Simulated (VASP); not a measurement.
# BrCIH2 in VASP: settings compared, part 2 of 2

VASP 6.6.1. The steps go on from the part before.

## Step 4: Single point, PBE+D4

Input file INCAR:

```
SYSTEM = H2CIBr
ALGO = Normal
EDIFF = 1E-6
ENCUT = 520
GGA = PE
ISIF = 2
ISMEAR = 0
IVDW = 13
LASPH = .True.
LCHARG = .False.
LREAL = .False.
LWAVE = .False.
NBANDS = 18
NELM = 80
PREC = Accurate
SIGMA = 0.01
```

Input file KPOINTS:

```
k-points
0
Gamma
  1 1 1
  0 0 0
```

Input file POSCAR:

```
H2CIBr
1.0
   13.0000000000      0.0000000000      0.0000000000
    0.0000000000     11.0000000000      0.0000000000
    0.0000000000      0.0000000000     12.0000000000
Br C I H
1 1 1 2
Cartesian
    4.8970000300      5.2503999900      6.3705000000
    6.7322000200      5.4231999800      5.8340000400
    8.1289999700      4.5621999500      7.1858000400
    6.9624999600      6.4798000300      5.7623000400
    6.8521000600      4.9188000400      4.8822000000
```

Potentials or basis: VASP PAW PBE potentials, release 64 (Br, C, I, H).

On the command line:

```sh
$ cat potpaw_PBE.64/Br/POTCAR potpaw_PBE.64/C/POTCAR potpaw_PBE.64/I/POTCAR potpaw_PBE.64/H/POTCAR > POTCAR
$ mpirun -np 1 vasp_gam > vasp.out
```

OUTCAR:

```text
SYSTEM = H2CIBr
   EDIFF = 1E-6
   ENCUT = 520
   GGA = PE
   ISIF = 2
   ISMEAR = 0
   IVDW = 13
   LASPH = .True.
   LREAL = .False.
   NELM = 80
   PREC = Accurate

 ion  position               nearest neighbor table
   1  0.377  0.477  0.531-   2 1.92
   2  0.518  0.493  0.486-   4 1.08   5 1.08   1 1.92   3 2.13
   3  0.625  0.415  0.599-   2 2.13
   4  0.536  0.589  0.480-   2 1.08
   5  0.527  0.447  0.407-   2 1.08

  LATTYP: Found a simple orthorhombic cell.
 ALAT       =    11.0000000000
 B/A-ratio  =     1.0909090909
 C/A-ratio  =     1.1818181818

  Lattice vectors:

 A1 = (   0.0000000000,  11.0000000000,   0.0000000000)
 A2 = (   0.0000000000,   0.0000000000,  12.0000000000)
 A3 = (  13.0000000000,   0.0000000000,   0.0000000000)

Analysis of symmetry for initial positions (statically):
=====================================================================
 Subroutine PRICEL returns:
 Original cell was already a primitive cell.

 Routine SETGRP: Setting up the symmetry group for a
 simple orthorhombic supercell.

 Subroutine GETGRP returns: Found  1 space group operations
 (whereof  1 operations were pure point group operations)
 out of a pool of  8 trial point group operations.

The static configuration has the point symmetry C_1 .

Analysis of symmetry for dynamics (positions and initial velocities):
=====================================================================
 Subroutine PRICEL returns:
 Original cell was already a primitive cell.

 Routine SETGRP: Setting up the symmetry group for a
 simple orthorhombic supercell.

 Subroutine GETGRP returns: Found  1 space group operations
[... 100 lines left out ...]
   ISMEAR =     0;   SIGMA  =   0.01  broadening in eV -4-tet -1-fermi 0-gaus
   EFERMI_NEDOS =   21; number of points for ismear=-14 and -15
   IALGO  =     38    algorithm
   IMIX   =      4    mixing-type and parameters
     AMIX     =   0.40;   BMIX     =  1.00
     AMIX_MAG =   1.60;   BMIX_MAG =  1.00
  volume/ion in A,a.u.               =     343.20      2316.03
  Fermi-wavevector in a.u.,A,eV,Ry     =   0.371175  0.701420  1.874490  0.137771
  Thomas-Fermi vector in A             =   1.299103
   LORBIT       =      0    0 simple, 1 ext, 2 COOP (PROOUT), +10 PAW based schemes
   GGA     = PE    functional components
   LHFCALC =     F    Hartree Fock is set to
   AEXX    =    0.0000 exact exchange contribution
   IVDW    =    13    specifies the selected vdW correction
   LEPSILON=     F    determine dielectric tensor
   LRPA    =     F    only Hartree local field effects (RPA)
 non-spin polarized calculation
 Gauss-broadening in eV      SIGMA  =   0.01
  energy-cutoff  :      520.00
  volume of cell :     1716.00
 maximum number of plane-waves:     23131
 NGX is ok and might be reduce to    98
   NGX = 49   NGY = 41   NGZ = 45

 number of electron      20.0000000 magnetization

 Free energy of the ion-electron system (eV)
  ---------------------------------------------------
  ext. energy  EPLUGINS =         0.00000000
  ---------------------------------------------------
  free energy    TOTEN  =       -18.99998634 eV

  energy without entropy =      -18.99998634  energy(sigma->0) =      -18.99998634

 E-fermi :  -5.9926     XC(G=0):  -0.9302

 val. band max:       -6.1018673215   @ k =   0.0000   0.0000   0.0000
 cond. band min:      -2.1131801985   @ k =   0.0000   0.0000   0.0000
 fundamental gap:      3.9886871231
 Fermi energy:        -5.9925522903

 k-point     1 :       0.0000    0.0000    0.0000
  band No.  band energies     occupation
      1     -20.8501      2.00000
      2     -18.0395      2.00000
      3     -15.6164      2.00000
      4     -11.3949      2.00000
      5     -10.2324      2.00000
      6      -9.5013      2.00000
[... 10 lines left out ...]
     17       0.8330      0.00000
     18       0.9952      0.00000

------------------------ aborting loop because EDIFF is reached ----------------------------------------

  DFT-D4 for vdW energy calculation

  Edisp (eV):   -0.12651

  FORCE on cell =-STRESS in cart. coord.  units (eV):
  Direction    XX          YY          ZZ          XY          YZ          ZX
  --------------------------------------------------------------------------------------
  -------------------------------------------------------------------------------------
  Total       1.02548     0.36967     0.46641    -0.10488    -0.10232     0.09537
  in kB       0.95746     0.34515     0.43547    -0.09792    -0.09554     0.08904
  external pressure =        0.58 kB  Pullay stress =        0.00 kB

 VOLUME and BASIS-vectors are now :
 -----------------------------------------------------------------------------
  energy-cutoff  :      520.00
  volume of cell :     1716.00
      direct lattice vectors                 reciprocal lattice vectors
    13.000000000  0.000000000  0.000000000     0.076923077  0.000000000  0.000000000
     0.000000000 11.000000000  0.000000000     0.000000000  0.090909091  0.000000000
     0.000000000  0.000000000 12.000000000     0.000000000  0.000000000  0.083333333

 POSITION                                       TOTAL-FORCE (eV/Angst)
 -----------------------------------------------------------------------------------
      4.89700      5.25040      6.37050        -0.386506     -0.022294      0.087835
      6.73220      5.42320      5.83400         0.068869      0.039423     -0.082233
      8.12900      4.56220      7.18580         0.244730     -0.132345      0.202653
      6.96250      6.47980      5.76230         0.048301      0.225002     -0.010124
      6.85210      4.91880      4.88220         0.024606     -0.109786     -0.198132
 -----------------------------------------------------------------------------------
    total drift:                               -0.000215     -0.000241      0.000380

  FREE ENERGIE OF THE ION-ELECTRON SYSTEM (eV)
  ---------------------------------------------------
  free  energy   TOTEN  =       -19.1265013210 eV

  energy  without entropy=      -19.1265013210  energy(sigma->0) =      -19.12650132
```

stdout:

```text
POSCAR found type information on POSCAR BrC I H
 POSCAR found :  4 types and       5 ions
 scaLAPACK will be used
 LDA part: xc-table for (Slater+PW92), standard interpolation
 POSCAR, INCAR and KPOINTS ok, starting setup
 FFT: planning ... GRIDC
 FFT: planning ... GRID_SOFT
 FFT: planning ... GRID
 WAVECAR not read
 entering main loop
```

Wall time 2.3 min (1 thread of Intel Xeon Platinum 8488C (Sapphire Rapids), shared host); peak memory 1.3 GiB.

What came out:

| Quantity | Value |
| --- | --- |
| Free energy | -19.1265 eV |
| Largest force | 0.397 eV/Å |
| Gap between the frontier levels | 3.99 eV |
| Dispersion energy per atom | -0.025 eV |

Forces on the atoms (eV/Å):
```
Br  -0.387 -0.022  0.088
C    0.069  0.039 -0.082
I    0.245 -0.132  0.203
H    0.048  0.225 -0.010
H    0.025 -0.110 -0.198
```

Caveat: spin-orbit coupling is left out, which moves the levels of the heavy elements. Expect the measured gap to be larger: semilocal functionals such as PBE lack the derivative discontinuity.

## Step 5: Single point, PBE0+D4

Input file POSCAR:

```
H2CIBr
1.0
   13.0000000000      0.0000000000      0.0000000000
    0.0000000000     11.0000000000      0.0000000000
    0.0000000000      0.0000000000     12.0000000000
Br C I H
1 1 1 2
Direct
    0.3766923100      0.4773090900      0.5308750000
    0.5178615400      0.4930181800      0.4861666700
    0.6253076900      0.4147454500      0.5988166700
    0.5355769200      0.5890727300      0.4801916700
    0.5270846200      0.4471636400      0.4068500000
```

Input file INCAR.step1:

```
PREC = Accurate ; ENCUT = 520
EDIFF = 1E-5 ; ISMEAR = 0
SIGMA = 0.01 ; LREAL = False
LASPH = True ; NELM = 80
ALGO = Normal ; ISIF = 2
LWAVE = True ; NBANDS = 18
GGA = PE
```

Input file INCAR.step2:

```
PREC = Accurate ; ENCUT = 520
EDIFF = 1E-6 ; ISMEAR = 0
SIGMA = 0.01 ; LREAL = False
LASPH = True ; NELM = 80
ALGO = Normal ; ISIF = 2
LWAVE = False ; LCHARG = True
GGA = PE ; LHFCALC = True
AEXX = 0.25 ; PRECFOCK = Fast
HFRCUT = -1 ; IVDW = 13
LELF = True ; LVHAR = True
LVACPOTAV = True ; NBANDS = 18
ISTART = 1
```

Input file KPOINTS:

```
regular mesh
0
Gamma
  1 1 1
```

On the command line:

```sh
$ cat potpaw_PBE.64/Br/POTCAR potpaw_PBE.64/C/POTCAR potpaw_PBE.64/I/POTCAR potpaw_PBE.64/H/POTCAR > POTCAR
$ cp INCAR.step1 INCAR
$ mpirun -np 1 vasp_gam > vasp.out
$ cp INCAR.step2 INCAR
$ mpirun -np 1 vasp_gam > vasp.out
```

Run time: 5.5 min. Hardware: 1 thread of Intel Xeon Platinum 8488C (Sapphire Rapids), shared host; peak memory 1.3 GiB.

It converged, with:

```
Free energy                     : -24.3649 eV
Largest force                   : 0.062 eV/Å
Gap between the frontier levels : 6.00 eV
Dispersion energy per atom      : -0.021 eV
```

Forces on the atoms (eV/Å):
```
Br   0.032 -0.005 -0.003
C    0.031 -0.016  0.015
I   -0.047  0.020 -0.036
H    0.000 -0.010  0.004
H   -0.016  0.011  0.020
```

Levels at points of the mesh, in eV from the valence-band top:
| k point | band 7 | band 8 | band 9 | band 10 | band 11 | band 12 | band 13 | band 14 |
| --- | --- | --- | --- | --- | --- | --- | --- | --- |
| (0.00, 0.00, 0.00) | -0.80 | -0.77 | -0.06 | 0.00 | 6.00 | 7.18 | 7.38 | 8.19 |

Caveat: the PAW data sets were made with another functional, which shifts forces and pressure a little; spin-orbit coupling is left out, which moves the levels of the heavy elements.

## Step 6: Overview

| level | grid for exact exchange (PRECFOCK) | exchange at q = 0 | gap on the mesh (eV) | largest force (eV/Å) |
| --- | --- | --- | --- | --- |
| SCAN+D4 | - | - | 4.44 | 0.24 |
| revPBE+D4 | - | - | 4.01 | 0.52 |
| PBE+D4 | - | - | 3.99 | 0.40 |
| PBE0+D4 | Fast | truncated | 6.00 | 0.06 |

Alike in all rows: task single point; potentials or basis VASP PAW PBE potentials, release 64 (Br, C, I, H); no spin polarisation; cell as given; k mesh 1 × 1 × 1; cutoff (eV) 520; smearing gaussian 0.01 eV.

On the cell as given the gap runs from 3.99 eV (PBE+D4) to 6.00 eV (PBE0+D4).

Caveats: spin-orbit coupling is left out, which moves the levels of the heavy elements; the PAW data sets were made with another functional, which shifts forces and pressure a little (some runs).

Total energies depend on the potentials used, so only differences within one code and one set of settings carry meaning.
